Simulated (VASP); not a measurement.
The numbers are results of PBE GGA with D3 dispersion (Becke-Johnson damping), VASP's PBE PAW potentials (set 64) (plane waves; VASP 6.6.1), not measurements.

Input for VASP

**INCAR**
```
! general
SYSTEM   =  Ho
PREC     =  Accurate
ENCUT    =  520
LREAL    =  .False.
LASPH    =  .True.

! electronic loop
EDIFF    =  1E-7
NELM     =  100
ALGO     =  Normal
LMAXMIX  =  6

! smearing
ISMEAR   =  -5

! functional
GGA      =  PE
IVDW     =  12

! ions
ISIF     =  2

! output
LWAVE    =  .False.
LCHARG   =  .True.
LORBIT   =  11
NEDOS    =  601
```

POSCAR:
```
Ho
3.5614560
  0.5000000532  -0.8660255110   0.0000000000
  0.5000000532   0.8660255110   0.0000000000
  0.0000000000   0.0000000000   1.5380634234
Ho
2
Cart
  0.5000000532   0.2886757477   0.3845158559
  0.5000000532  -0.2886757477   1.1535475676
```

**KPOINTS**
```
Automatic mesh
0
G
 13 13 8
0 0 0
```

POTCAR, in this order: Ho_3 (PBE.64 set). Program: vasp_std.

The 4f electrons are frozen in the core of the lanthanide potential, so 4f levels, which can set the real gap, and their magnetism are missing.

Question: Predict the energy per atom (σ→0), dispersion energy, band gap (on the k-mesh).

Answer: 
```json
{
  "energy per atom (σ→0)": "-4.859 eV/atom",
  "dispersion_energy": "-0.707 eV",
  "band gap (on the k-mesh)": "none (metal, semimetal or under 0.01 eV)"
}
```

**OSZICAR**
```
...
DAV:   7    -0.901218040337E+01   -0.10389E-01   -0.43491E-02  4357   0.292E+00    0.312E-01
DAV:   8    -0.901191870238E+01    0.26170E-03   -0.26182E-03  4019   0.569E-01    0.656E-02
DAV:   9    -0.901193086135E+01   -0.12159E-04   -0.20035E-04  4613   0.171E-01    0.319E-02
DAV:  10    -0.901192580286E+01    0.50585E-05   -0.25123E-05  4586   0.525E-02    0.414E-02
DAV:  11    -0.901192616220E+01   -0.35934E-06   -0.21413E-06  4371   0.148E-02    0.389E-03
DAV:  12    -0.901192639214E+01   -0.22994E-06   -0.18163E-07  2610   0.551E-03    0.191E-03
DAV:  13    -0.901192638425E+01    0.78885E-08   -0.43248E-08  2275   0.570E-03
   1 F= -.97185720E+01 E0= -.97185720E+01  d E =0.000000E+00
```

The compound is Ho in the hcp structure. It was relaxed first.
